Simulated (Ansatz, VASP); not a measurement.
## Rh in two plane-wave programs

One calculation is typed for both programs; each brings its own data sets. How far apart do they land? The structure shown is the end of the Ansatz relaxation below.

Method: plane waves, with VASP 6.6.1 beside it; single point at PBEsol, in Ansatz 0.2.0.

## 1. Starting point

The structure is tetragonal, space group I4/mmm (No. 139). The conventional cell has a = 2.690 Å, b = 2.690 Å, c = 3.704 Å, α = 90.00°, β = 90.00°, γ = 90.00°. Nearest to Rh lie 12 Rh at 2.66 to 2.69 Å.

## 2. Ansatz: relaxation, PBEsol

Ansatz runs on its PAW soft_1 files.

This run makes the geometry at which the two programs are then compared.

Contents of input.yaml:

```yaml
crystal:
  lattice:
    - [2.686289625, 0.0, 0.0]
    - [0.0, 2.686289625, 0.0]
    - [0.0, 0.0, 3.70448428]
  atoms:
    - { symbol: Rh, position: [0.0, 0.0, 0.0] }
    - { symbol: Rh, position: [0.5, 0.5, 0.5] }
kpoints:
  mp_grid: { grid: [16, 16, 12] }
scf:
  occupations: { method: fermi_dirac, width: 0.05 }
hamiltonian:
  xc: pbesol
  pseudopotentials: { kind: paw, azcp: { folder: soft_1 }, xc_functional: pbe }
basis:
  ecutwfc: 600
output:
  forces: true
  stress: true
relax:
  f_tol: 0.005
  max_steps: 70
  cell: { stress_tol: 0.02, p_target: 0, fix: [c, alpha, beta, gamma] }
```

The run is started by

```console
$ ansatz run input.yaml --threads 4 --pin off --max-ram 10240MiB --backend cpu --events-out ev --progress --plain --runs-dir out
```

Numbers of over 12 decimals in the logs are rounded to 6 here.

Output:

```text
Engine: ansatz 0.2.0, aarch64-unknown-linux-gnu
Pseudopotentials: kind: paw
Pseudopotential: Rh, paw, valence charge 17, recommended cutoff 420 eV (normal), soft_1/Rh.paw.azcp
Functional definition: PBEsol
  exchange = pbesol_x
  correlation = pbesol_c
Crystal: 2 atoms, lattice volume = 26.732 Å³
Basis set: ecut = 600 eV, 887 PW (Γ), exchange–correlation on 48×48×60 points (8 copies of the dense FFT grid, shifted against one another)
Bands: 21, of which v1, the nominal top of the filled ones, is band 17 counted from 1 (16 counted from 0)
Symmetry: 32 space group operations
Space group: I4/mmm (ITA 139), of the structure as read, at distance tolerance 3.0e-5 Å
k-points: 315 of 3072
Non-local potential: Rh, projectors of the file, l = 0: 3, l = 1: 2, l = 2: 2, l = 3: 1
PAW form: soft (Blöchl's): semilocal exchange-correlation on the pseudo side does not see the compensation charge
PAW frozen core: Rh, regenerated for the run's functional, and the local potential with it (the file was generated under x = pbe(κ = 0.804, μ = 0.219515), c = pbe(β = 0.066725))
PAW one-centre angular grid: Rh, 590 points (default); XC on 64 Gauss nodes
Initial density: superposition of atomic densities (chi_scale 0.1, normalization cell)
Initial wavefunctions: pseudopotential atomic-orbital guess
Functional: x = pbesol(κ = 0.804, μ = 0.123457), c = pbesol(β = 0.046)
SCF iter   1: F=—  HF=-12678.750242 eV  |F-HF|=—  |Δ(HF+E_count)|=         —  Δρ=1.22e-1  dr2=3.67e0  ethr=3.10e-3  ⟨swp⟩=4.5  Hψ=26132  notcnv=0
preconditioner: auto → none  [metal: Δε(μ)=0.001 eV  Ē_g=7.872 eV  σ=0.050 eV  W_gap=0.00  n_scr=6 (ndim 8)  ℏωp=30.5 eV  f_vac=0.000  D(μ)=2.35/eV (n_scr^D=28)  sad-step TF]
SCF iter   2: F=—  HF=-12677.882284 eV  |F-HF|=—  |Δ(HF+E_count)|=   8.68e-1  Δρ=6.36e-2  dr2=9.91e-1  ethr=3.10e-3  ⟨swp⟩=2.5  Hψ=13187  notcnv=0
SCF iter   3: F=—  HF=-12677.582939 eV  |F-HF|=—  |Δ(HF+E_count)|=   2.99e-1  Δρ=4.19e-3  dr2=2.30e-3  ethr=2.91e-3  ⟨swp⟩=2.0  Hψ=10581  notcnv=0
SCF iter   4: F=—  HF=-12677.583258 eV  |F-HF|=—  |Δ(HF+E_count)|=   3.20e-4  Δρ=3.24e-4  dr2=7.96e-6  ethr=6.77e-6  ⟨swp⟩=2.4  Hψ=13221  notcnv=0
SCF iter   5: F=—  HF=-12677.583261 eV  |F-HF|=—  |Δ(HF+E_count)|=   2.74e-6  Δρ=1.17e-4  dr2=2.02e-6  ethr=2.34e-8  ⟨swp⟩=2.3  Hψ=11945  notcnv=0
SCF iter   6: F=-12677.583260 eV  HF=-12677.583260 eV  |F-HF|=2.97e-8  |Δ(HF+E_count)|=   6.58e-7  Δρ=2.05e-5  dr2=4.40e-8  ethr=2.94e-10  ⟨swp⟩=2.9  Hψ=28500  notcnv=0
SCF 1 converged in 6 iterations: F = -12677.583260 eV  dr2 = 4.40e-8
  greatest PAW one-centre occupation: 0.999 electrons in one spin orbital (limit 2), on the Rh atom at site 1 (counted from 0), in its partial waves of l = 0
relax step   1: F+E_penalty+E_count = -12677.58326023 eV  Δ(F+E_penalty+E_count) = +0.000e0 eV  max|allowed force component| = 5.276e-30 eV/Å  Δτ_max = 0.0000 Å  P = +3.199 GPa  Ω = 26.732 Å³  fix = [c, alpha, beta, gamma]  reactions: c +7.570 GPa  (6 SCF iters, dr2 threshold 1.00e-7 eV, accepted)
[...]
relax step   2: F+E_penalty+E_count = -12677.58336671 eV  Δ(F+E_penalty+E_count) = -1.065e-4 eV  max|allowed force component| = 7.124e-30 eV/Å  Δτ_max = 0.0000 Å  P = +1.637 GPa  Ω = 26.870 Å³  energy of the carried Pulay correction = -8.986e-6 eV  fix = [c, alpha, beta, gamma]  reactions: c +6.383 GPa  (6 SCF iters, dr2 threshold 2.00e-7 eV, accepted)
[...]
relax step   3: F+E_penalty+E_count = -12677.58350556 eV  Δ(F+E_penalty+E_count) = -1.388e-4 eV  max|allowed force component| = 1.346e-29 eV/Å  Δτ_max = 0.0000 Å  P = +2.289 GPa  Ω = 26.812 Å³  energy of the carried Pulay correction = -5.203e-6 eV  fix = [c, alpha, beta, gamma]  reactions: c +6.879 GPa  (6 SCF iters, dr2 threshold 2.00e-7 eV, accepted)
[...]
relax step   4: F+E_penalty+E_count = -12677.58351116 eV  Δ(F+E_penalty+E_count) = -5.599e-6 eV  max|allowed force component| = 7.149e-30 eV/Å  Δτ_max = 0.0000 Å  P = +2.289 GPa  Ω = 26.812 Å³  fix = [c, alpha, beta, gamma]  reactions: c +6.879 GPa  stress off target by 5.65e-3 GPa on what of the cell is left free  SCF on the basis re-selected at this cell (its energy is not comparable with the rows above)  (8 SCF iters)
basis re-selected at this cell: Δ(F+E_penalty+E_count) = -5.599e-6 eV, ΔP = -0.000 GPa vs the last step (what re-selecting the basis moved, of the pressure what is left beyond the Pulay correction that the steps carried, after the strain that the cell walked since its last selection, with what the two solves' SCF thresholds leave and, on support functions, any second-order correction that the steps lacked; it is no m [...]
SCF converged after 8 iterations
Free energy (F): -12677.583511 eV
Harris-Foulkes:  -12677.583511 eV  (|F-HF|=0.00e0)
Internal energy: -12677.562965 eV  (E = F + TS)
E sigma→0 (E₀):  -12677.573238 eV
Entropy (-TS):   -0.020546 eV (-10.273 meV/atom)
Fermi energy:    22.998214 eV
--- Per-component energies (eV) ---
  E_band       = -152.748112
  E_kinetic    = 1076.532719
  E_local      = -2881.555748  (includes V_loc(G=0)·N_el)
  E_nonlocal   = 600.027844
  E_hartree    = 1069.211154
  E_xc         = -402.220417
  E_vxc        = -506.607469  (∫ρ·V_xc dr)
  E_paw        = -7080.481515  (= ΣΔE_a)
  E_vpaw       = -579.567192  (= ΣTr[D̂ρ^β])
  E_aug_tail   = -0.000575  (compensation charges beyond the density's cutoff)
  E_ewald      = -5059.628830
  E_core_change = 0.552401  (= ΣΔE_core)
  E_smearing   = -0.020546  (= −TS)
  E_closure    = 0.000000  (closes the sum)
  Σ components = -12677.583511   (vs F -12677.583511, Δ=0.00e0)
--- Forces (eV/Å), atoms counted from 1 ---
  atom   1  Rh     0.00000000     0.00000000     0.00000000
  atom   2  Rh    -0.00000000     0.00000000    -0.00000000
  max |Σ_I F_I| component: 2.33e-29 eV/Å
--- Stress (GPa, compression-positive) ---
       -0.005653       0.000000       0.000000
        0.000000      -0.005653       0.000000
        0.000000       0.000000       6.878991
  P = ⅓ Tr σ = 2.2892 GPa (22.892 kbar)
--- Relaxed structure (3 steps of the walk, 3 accepted, 1 SCFs on fresh bases) ---
  F+E_penalty+E_count = -12677.58351116 eV   max|allowed force component| = 7.149e-30 eV/Å   (the final SCF, on the basis selected at the relaxed cell)
  cell:  # Å, volume = 26.8120 Å³
    - [2.690302, 0, 0.0]
    - [0, 2.690302, 0.0]
    - [0.0, 0.0, 3.70448428]
  atoms:
    - { symbol: Rh, position: [0.0, 0.0, 0.0] }
    - { symbol: Rh, position: [0.5, 0.5, 0.5] }
```

The column dr2 measures how far the density is from self-consistency, as an energy; F and HF (Harris–Foulkes) agree once it is small.

## 3. VASP: single point, PBEsol, pair 1

The same cell, functional, mesh and smearing now go to VASP, with its own data sets.

Lines of VASP's logs that name or quote its potential files are left out, and so is its time.

Contents of INCAR:

```
SYSTEM = Rh
PREC = Accurate
ENCUT = 500
EDIFF = 1E-06
NELM = 120
ISMEAR = -1
SIGMA = 0.05
LREAL = .FALSE.
ALGO = Normal
GGA = PS
NBANDS = 21
LASPH = .TRUE.
LORBIT = 11
LWAVE = .FALSE.
LCHARG = .FALSE.
ISIF = 2
GGA_COMPAT = .FALSE.
KPAR = 2
```

Contents of POSCAR:

```
Rh
1.0
    2.6903017290      0.0000000000      0.0000000000
    0.0000000000      2.6903017290      0.0000000000
    0.0000000000      0.0000000000      3.7044842800
Rh
2
Direct
    0.0000000000      0.0000000000      0.0000000000
    0.5000000000      0.5000000000      0.5000000000
```

Contents of KPOINTS:

```
Automatic mesh
0
Gamma
16 16 12
0 0 0
```

The projector-augmented-wave data sets are Rh_pv (PBE family, release 64).

The run is started by

```console
$ mpirun -np 2 vasp_std
```

Output:

```text
[banner, memory and clock lines left out]
running    2 mpi-ranks, on    1 nodes
 distrk:  each k-point on    1 cores,    2 groups
 distr:  one band on    1 cores,    1 groups

 POSCAR found type information on POSCAR Rh
 POSCAR found :  1 types and       2 ions
|                                                                             |
|               ----> ADVICE to this user running VASP <----                  |
|                                                                             |
|     You enforced a specific xc type in the INCAR file but a different       |
|     [... a line on the potential file left out ...]
|     I HOPE YOU KNOW WHAT YOU ARE DOING!                                     |
|                                                                             |

 LDA part: xc-table for (Slater+PW92), standard interpolation
 POSCAR, INCAR and KPOINTS ok, starting setup
 FFT: planning ... GRIDC
 FFT: planning ... GRID_SOFT
 FFT: planning ... GRID
 WAVECAR not read
 entering main loop
       N       E                     dE             d eps       ncg     rms          rms(c)
DAV:   1     0.318689549936E+03    0.31869E+03   -0.18094E+04 13294   0.159E+03
DAV:   2    -0.102833888121E+02   -0.32897E+03   -0.31813E+03 13648   0.483E+02
DAV:   3    -0.174773809358E+02   -0.71940E+01   -0.71328E+01 15090   0.804E+01
DAV:   4    -0.175289006688E+02   -0.51520E-01   -0.51513E-01 14732   0.690E+00
DAV:   5    -0.175297755508E+02   -0.87488E-03   -0.87488E-03 15215   0.914E-01    0.166E+01
DAV:   6    -0.163311324916E+02    0.11986E+01   -0.29649E+00 14495   0.183E+01    0.527E+00
DAV:   7    -0.162842420435E+02    0.46890E-01   -0.78679E-02 15155   0.250E+00    0.229E+00
DAV:   8    -0.162758713449E+02    0.83707E-02   -0.12115E-02 13965   0.133E+00    0.524E-01
DAV:   9    -0.162750260564E+02    0.84529E-03   -0.65002E-04 14995   0.321E-01    0.383E-02
DAV:  10    -0.162750368190E+02   -0.10763E-04   -0.72342E-06 15326   0.264E-02    0.871E-03
DAV:  11    -0.162750369092E+02   -0.90154E-07   -0.14209E-06  9810   0.129E-02
   1 F= -.16275037E+02 E0= -.16264757E+02  d E =-.205598E-01
```

From OUTCAR (step 3):

```text
ion  position               nearest neighbor table
   1  0.000  0.000  0.000-   2 2.66   2 2.66   2 2.66   2 2.66   2 2.66   2 2.66   2 2.66   2 2.66

  LATTYP: Found a simple tetragonal cell.
 ALAT       =     2.6903017290
 C/A-ratio  =     1.3769772513

 Subroutine GETGRP returns: Found 16 space group operations
 (whereof 16 operations were pure point group operations)

The static configuration has the point symmetry D_4h.

 Found    315 irreducible k-points:

   k-points           NKPTS =    315   k-points in BZ     NKDIM =    315   number of bands    NBANDS=     21

   dimension x,y,z NGX =    20 NGY =   20 NGZ =   28
   dimension x,y,z NGXF=    40 NGYF=   40 NGZF=   56

   ENCUT  =  500.0 eV  36.75 Ry    6.06 a.u.   4.91  4.91  6.75*2*pi/ulx,y,z

   NELECT =      30.0000    total number of electrons

 k-points in reciprocal lattice and weights: Automatic mesh
   0.00000000  0.00000000  0.00000000       0.000
   0.06250000  0.00000000  0.00000000       0.001
   0.12500000  0.00000000  0.00000000       0.001
   0.18750000  0.00000000  0.00000000       0.001
   0.25000000  0.00000000  0.00000000       0.001
   0.31250000  0.00000000  0.00000000       0.001
   0.37500000  0.00000000  0.00000000       0.001
   0.43750000  0.00000000  0.00000000       0.001
   0.50000000  0.00000000  0.00000000       0.001
[...]
0.50000000  0.43750000  0.50000000       0.001
   0.50000000  0.50000000  0.50000000       0.000

 average (electrostatic) potential at core
       1 -70.3330       2 -70.3330

 E-fermi :  12.2234

 k-point     1 :       0.0000    0.0000    0.0000
  band No.  band energies     occupation
    ...
     10       8.9114      2.00000
     11       8.9114      2.00000
     12       9.2045      2.00000
     13      11.0197      2.00000
     14      11.3775      2.00000
     15      12.7963      0.00002
     16      13.2774      0.00000
     17      13.2774      0.00000
     18      15.8304      0.00000
     19      25.2778      0.00000
    ...

 k-point     2 :       0.0625    0.0000    0.0000
  band No.  band energies     occupation
    ...
     10       8.8618      2.00000
     11       8.9497      2.00000
     12       9.2552      2.00000
     13      10.9718      2.00000
     14      11.3730      2.00000
     15      12.6844      0.00020
     16      12.7973      0.00002
     17      13.2325      0.00000
     18      16.4106      0.00000
     19      24.7051      0.00000
    ...

 k-point     3 :       0.1250    0.0000    0.0000
  band No.  band energies     occupation
    ...
     11       9.0636      2.00000
     12       9.3895      2.00000
     13      10.8392      2.00000
     14      11.3776      2.00000
     15      11.9067      1.99645
     16      12.3795      0.08442
     17      13.0996      0.00000
     18      17.6004      0.00000
     19      23.5724      0.00000
     20      25.2942      0.00000
    ...

  Total       -0.0028454     -0.0028454      1.1462791      0.0000000      0.0000000      0.0000000
  in kB       -0.1700269     -0.1700269     68.4969502      0.0000000      0.0000000      0.0000000
  external PRESSURE =      22.7189655 kB  Pullay stress =       0.0000000 kB

  energy-cutoff  :      500.00
  volume of cell :       26.81
      direct lattice vectors                 reciprocal lattice vectors
     2.690301729  0.000000000  0.000000000     0.371705519  0.000000000  0.000000000
     0.000000000  2.690301729  0.000000000     0.000000000  0.371705519  0.000000000
     0.000000000  0.000000000  3.704484280     0.000000000  0.000000000  0.269943108

 POSITION                                       TOTAL-FORCE (eV/Angst)
 -----------------------------------------------------------------------------------
      0.00000      0.00000      0.00000        -0.000000     -0.000000     -0.000000
      1.34515      1.34515      1.85224         0.000000      0.000000      0.000000
 -----------------------------------------------------------------------------------
    total drift:                               -0.000000      0.000000      0.000000

  FREE ENERGIE OF THE ION-ELECTRON SYSTEM (eV)
  ---------------------------------------------------
  free  energy   TOTEN  =       -16.2750369092 eV

  energy  without entropy=      -16.2544771239  energy(sigma->0) =      -16.26475702

 total charge
# of ion       s       p       d       tot
------------------------------------------
    1        0.420   6.322   7.081  13.822
    2        0.420   6.322   7.081  13.822
--------------------------------------------------
tot          0.839  12.643  14.162  27.644

[... 3 further parts left out ...]
```

The run ends at a pressure of 2.27 GPa.

## 4. Comparison

Known differences besides the potentials themselves: the data sets hold 34 valence electrons in Ansatz (on its PAW soft_1 files) and 30 in VASP; the cutoff is 600 eV in Ansatz and 500 eV in VASP; Ansatz makes its cores anew for this functional, VASP keeps those of its PBE data sets; Ansatz's pressure holds a Pulay correction, VASP's none. Total energies have different zeros and are not compared.

Compared:

| quantity | Ansatz | VASP | difference |
| --- | --- | --- | --- |
| pressure (GPa) | 2.29 | 2.27 | +0.02 |

## 5. Ansatz: relaxation, PBEsol

This run makes the geometry at which the two programs are then compared. The cell compared in this pair holds 26.72 Å³, against 26.81 Å³ for the pair before.

The structure compared here is the end of the Ansatz relaxation.

Edit input.yaml of step 2 so:

```diff
@@ -2,5 +2,5 @@
   lattice:
-    - [2.686289625, 0.0, 0.0]
-    - [0.0, 2.686289625, 0.0]
-    - [0.0, 0.0, 3.70448428]
+    - [2.6929719375, 0.0, 0.0]
+    - [0.0, 2.6929719375, 0.0]
+    - [0.0, 0.0, 3.66668342]
   atoms:
```

The run is started by

```console
$ ansatz run input.yaml --threads 4 --pin off --max-ram 10240MiB --backend cpu --events-out ev --progress --plain --runs-dir out
```

Output:

```text
[...]
Crystal: 2 atoms, lattice volume = 26.591 Å³
Basis set: ecut = 600 eV, 887 PW (Γ), exchange–correlation on 48×48×60 points (8 copies of the dense FFT grid, shifted against one another)
Bands: 21, of which v1, the nominal top of the filled ones, is band 17 counted from 1 (16 counted from 0)
Symmetry: 32 space group operations
[...]
k-points: 315 of 3072
[...]
-0.000000      -0.015333      -0.000000
        0.000000      -0.000000      10.417519
  P = ⅓ Tr σ = 3.4623 GPa (34.623 kbar)
--- Relaxed structure (3 steps of the walk, 3 accepted, 1 SCFs on fresh bases) ---
[...]
cell:  # Å, volume = 26.7230 Å³
    - [2.699643, 0, 0.0]
    - [0, 2.699643, 0.0]
    - [0.0, 0.0, 3.66668342]
  atoms:
    - { symbol: Rh, position: [0.0, 0.0, 0.0] }
    - { symbol: Rh, position: [0.500000, 0.500000, 0.5] }
[key lines of the parts left out:]
SCF converged after 8 iterations
Free energy (F): -12677.568675 eV
Fermi energy:    23.095308 eV
```

## 6. VASP: single point, PBEsol, pair 2

The same cell, functional, mesh and smearing now go to VASP, with its own data sets.

INCAR is that of step 3.

Contents of POSCAR:

```
Rh
1.0
    2.6996426407      0.0000000000      0.0000000000
    0.0000000000      2.6996426407      0.0000000000
    0.0000000000      0.0000000000      3.6666834200
Rh
2
Direct
    0.0000000000      0.0000000000      0.0000000000
    0.5000000000      0.5000000000      0.5000000000
```

KPOINTS is that of step 3.

The run is started by

```console
$ mpirun -np 2 vasp_std
```

Output:

```text
[banner, memory and clock lines left out]
running    2 mpi-ranks, on    1 nodes
[...]
[... a notice as in an earlier step ...]

 LDA part: xc-table for (Slater+PW92), standard interpolation
 POSCAR, INCAR and KPOINTS ok, starting setup
[...]
entering main loop
       N       E                     dE             d eps       ncg     rms          rms(c)
DAV:   1     0.319607040053E+03    0.31961E+03   -0.18057E+04 13254   0.159E+03
DAV:   2    -0.102104877282E+02   -0.32982E+03   -0.31873E+03 13668   0.483E+02
DAV:   3    -0.174572945833E+02   -0.72468E+01   -0.71911E+01 15120   0.806E+01
DAV:   4    -0.175092330725E+02   -0.51938E-01   -0.51932E-01 14866   0.695E+00
[...]
DAV:   9    -0.162603065076E+02    0.84509E-03   -0.66833E-04 15055   0.325E-01    0.393E-02
DAV:  10    -0.162603173967E+02   -0.10889E-04   -0.73470E-06 15466   0.265E-02    0.884E-03
DAV:  11    -0.162603174832E+02   -0.86520E-07   -0.14846E-06  9860   0.132E-02
   1 F= -.16260317E+02 E0= -.16250050E+02  d E =-.205358E-01
```

(Continued in part 2 of 2.)

[Lines on the potential files, build, host, timing and source positions are cut from VASP's logs without a mark.]

[Logs are printed without paths, hosts, clocks, repeated set-up lines and the standing remarks that a program may print on its own settings, such as how far it seeks lower states.]

[Hosts, paths, dates, database ids (printed as entryN), source tags and the programs' standing remarks are cut or masked in the printed files.]
